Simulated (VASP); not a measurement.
Consider the following.

```
CELL_PARAMETERS angstrom
      0.00000     1.99017     1.99017
      1.99017     0.00000     1.99017
      1.99017     1.99017     0.00000
ATOMIC_POSITIONS crystal
  Al 0.00000 0.00000 0.00000
```

All values below come from LDA (Ceperley-Alder, Perdew-Zunger), VASP's LDA PAW potentials (set 64) (plane waves; VASP). Settings: 400 eV cut-off, Gaussian smearing of 0.050 eV, potentials Al.

Q: Predict the band gap (along the path) with the smallest direct gap where there is one.

A: 
```yaml
band gap (along the path): none (metal, semimetal or under 0.01 eV)
```

The structure comes from a computed database's Al entry (Fm-3m); how it stands against other phases isn't given here. It was relaxed first.
